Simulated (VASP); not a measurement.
Level of theory: r2SCAN meta-GGA, VASP's PBE PAW potentials (set 64) (plane waves; VASP).

Input for VASP

KPOINTS:
```
Automatic mesh
0
Gamma
11 11 11
0 0 0
```

**INCAR**
```
ALGO=Normal
EDIFF=1E-6
EDIFFG=-0.01
ENCUT=520
IBRION=2
ISIF=3
ISMEAR=1
LASPH=.True.
LCHARG=.False.
LMAXMIX=4
LMIXTAU=.True.
LREAL=.False.
LWAVE=.False.
METAGGA=R2SCAN
NELM=100
NSW=60
PREC=Accurate
SIGMA=0.1
SYSTEM=Pb
```

### POSCAR
```
Pb
1.0
  0.0000000000   2.4750000000   2.4750000000
  2.4750000000   0.0000000000   2.4750000000
  2.4750000000   2.4750000000   0.0000000000
Pb
1
Cartesian
  0.0000000000   0.0000000000   0.0000000000
```

POTCAR, in this order: Pb_d (PBE.64 set). Program: vasp_std.

Problem. What will the output report for the number of irreducible k-points (NKPTS), largest plane-wave count, number of space-group operations, FFT grid (NGX, NGY, NGZ)?

Solution. 
| Item | Value |
|---|---|
| number of irreducible k-points (NKPTS) | 56 |
| largest plane-wave count | 869 |
| number of space-group operations | 48 |
| FFT grid (NGX, NGY, NGZ) | 28 × 28 × 28 |

The compound is Pb in the fcc structure. This run relaxes it. Symmetry was kept, so distortions that lower it aren't found.
